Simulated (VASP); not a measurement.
The input files of a VASP run:

**INCAR**
```
SYSTEM = Tc3As
PREC = Accurate
ENCUT = 480
EDIFF = 1E-7
NELM = 100
ALGO = Normal
LREAL = .FALSE.
LASPH = .TRUE.
ISMEAR = 1
SIGMA = 0.1
GGA = PS
LMAXMIX = 4
LWAVE = .FALSE.
LCHARG = .FALSE.
ISIF = 2
```

### KPOINTS
```
Automatic mesh
0
Gamma
8 8 8
0 0 0
```

**POSCAR**
```
Tc3As
1
    0.0000000000     3.0054500254     3.0054500254
    3.0358081065     0.0000000000     3.0054500254
    3.0358081065     3.0054500254     0.0000000000
As Tc
1 3
Direct
  0.0000000000   0.0000000000   0.0000000000
  0.5000000000   0.5000000000   0.5000000000
  0.2500000000   0.2500000000   0.2500000000
  0.7500000000   0.7500000000   0.7500000000
```

POTCAR, in this order: As Tc_pv (PBE.64 set). Program: vasp_std.

**Question.** Write an equivalent input for Quantum ESPRESSO's pw.x.

**Answer.** One equivalent input (not run):
```
&CONTROL
  calculation = 'scf'
  pseudo_dir = './pseudo'
  outdir = './out'
  tprnfor = .true.
  tstress = .true.
/
&SYSTEM
  ibrav = 0
  nat = 4
  ntyp = 2
  ecutwfc = 84
  occupations = 'smearing'
  smearing = 'methfessel-paxton'
  degauss = 0.00735
  input_dft = 'pbesol'
/
&ELECTRONS
  conv_thr = 7.3e-09
  electron_maxstep = 100
/
ATOMIC_SPECIES
  As 74.922 As.upf
  Tc 97.907 Tc.upf
CELL_PARAMETERS angstrom
     0.0000000    3.0054500    3.0054500
     3.0358081    0.0000000    3.0054500
     3.0358081    3.0054500    0.0000000
ATOMIC_POSITIONS crystal
  As   0.0000000  0.0000000  0.0000000
  Tc   0.5000000  0.5000000  0.5000000
  Tc   0.2500000  0.2500000  0.2500000
  Tc   0.7500000  0.7500000  0.7500000
K_POINTS automatic
  8 8 8 0 0 0
```
Limits of the translation: the potentials are each code's own (VASP's PAW set, PseudoDojo norm-conserving files in pw.x), so ENCUT and ecutwfc are chosen apart and not converted; conv_thr bounds pw.x's estimated SCF error, while EDIFF bounds the energy change between steps.

The structure was generated: Tc3As was put into the D03 type (Fm-3m), which need not be its known phase. This cell was strained or had an atom moved on purpose.
